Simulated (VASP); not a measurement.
```xyz
8
Lattice="4.3703 0.0000 0.0000 0.0000 4.3703 0.0000 0.0000 0.0000 4.3703" Properties=species:S:1:pos:R:3 pbc="T T T"
Mn     3.7649     2.7906     1.5798
Mn     1.5798     3.7649     2.7906
Mn     0.6054     0.6054     0.6054
Mn     2.7906     1.5798     3.7649
Si     0.6739     1.5113     2.8591
Si     2.8591     0.6739     1.5113
Si     3.6964     3.6964     3.6964
Si     1.5113     2.8591     0.6739
```
Starting moments (μB, in the order of the record's atoms Mn Mn Mn Mn Si Si Si Si): 0.6 0.6 0.6 0.6 0.0 0.0 0.0 0.0.

Method: LDA (Ceperley-Alder, Perdew-Zunger), VASP's LDA PAW potentials (set 64) (plane waves; VASP). Settings: 500 eV cut-off, 7×7×7 Γ-centred mesh, first-order Methfessel-Paxton smearing of 0.10 eV, potentials Mn_pv Si.

Energy and stress use the plane-wave basis of the starting cell. The moments were started parallel, and other spin orders were not tried in this run.

### Question
The ions, cell shape and volume at an external pressure of 20.0 GPa are relaxed. Predict the relaxed structure.

### Answer

```xyz
8
Lattice="4.3206 0.0000 0.0000 0.0000 4.3206 0.0000 0.0000 0.0000 4.3206" Properties=species:S:1:pos:R:3 pbc="T T T"
Mn     3.7179     2.7629     1.5577
Mn     1.5577     3.7179     2.7629
Mn     0.6026     0.6026     0.6026
Mn     2.7629     1.5577     3.7179
Si     0.6649     1.4954     2.8252
Si     2.8252     0.6649     1.4954
Si     3.6557     3.6557     3.6557
Si     1.4954     2.8252     0.6649
```
Space group P2_13 (198), at a tolerance of 0.03 Å. The cell ends with 0.00 μB, on the sites 0.00 0.00 0.00 0.00 0.00 0.00 0.00 0.00 μB.

### Question
How do energy and volume change from the first to the last step?

### Answer
The energy (σ→0) changes by +33.1 meV/atom and the volume by -3.4 %, in 6 ionic steps.

The compound is MnSi in the B20 structure. This run relaxes it under an external pressure of 20 GPa. Symmetry was kept, so distortions that lower it aren't found.
